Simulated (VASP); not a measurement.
Given:

```
YN
1.0
    0.00000     2.39165     2.39165
    2.39165     0.00000     2.39165
    2.39165     2.39165     0.00000
Y N
1 1
Direct
  0.00000   0.00000   0.00000
  0.50000   0.50000   0.50000
```

The numbers are results of MS2 meta-GGA, VASP's PBE PAW potentials (set 64) (plane waves; VASP), not measurements. Settings: 520 eV cut-off, 9×9×9 Γ-centred mesh, Gaussian smearing of 0.050 eV, potentials Y_sv N.

Give the stress tensor in GPa (positive for a compressed cell).

```
11.98   0.00   0.00
 0.00  11.98   0.00
 0.00   0.00  11.98
```
The pressure is its mean diagonal, 11.98 GPa.

The compound is YN in the rock salt structure. This cell is one point of a volume scan, at 0.94 of the reference volume.
